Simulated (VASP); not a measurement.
```xyz
3
Lattice="1.8080 -3.1316 0.0000 1.8080 3.1316 0.0000 0.0000 0.0000 4.7070" Properties=species:S:1:pos:R:3 pbc="T T T"
Pt     0.0000     0.0000     0.0000
S      1.8080     1.0439     1.2172
S      1.8080    -1.0439     3.4898
```

All values below come from PBE GGA with D3 dispersion (Becke-Johnson damping), VASP's PBE PAW potentials (set 64) (plane waves; VASP). Settings: 520 eV cut-off, 7×7×5 Γ-centred mesh, Gaussian smearing of 0.050 eV, potentials Pt S.

Problem. The ions and cell shape at fixed volume are relaxed. What does this cell relax into?

Solution. 
```xyz
3
Lattice="1.7903 -3.1009 0.0000 1.7903 3.1009 0.0000 0.0000 0.0000 4.8006" Properties=species:S:1:pos:R:3 pbc="T T T"
Pt     0.0000     0.0000     0.0000
S      1.7903     1.0336     1.2092
S      1.7903    -1.0336     3.5913
```
Space group P-3m1 (164), at a tolerance of 0.03 Å.

Problem. How much energy does the relaxation gain?

Solution. The energy (σ→0) changes by -5.7 meV/atom, in 6 ionic steps.

The compound is PtS2 in the 1T layered structure. This cell is one point of a volume scan, at 1.03 of the reference volume. Symmetry was kept, so distortions that lower it aren't found.
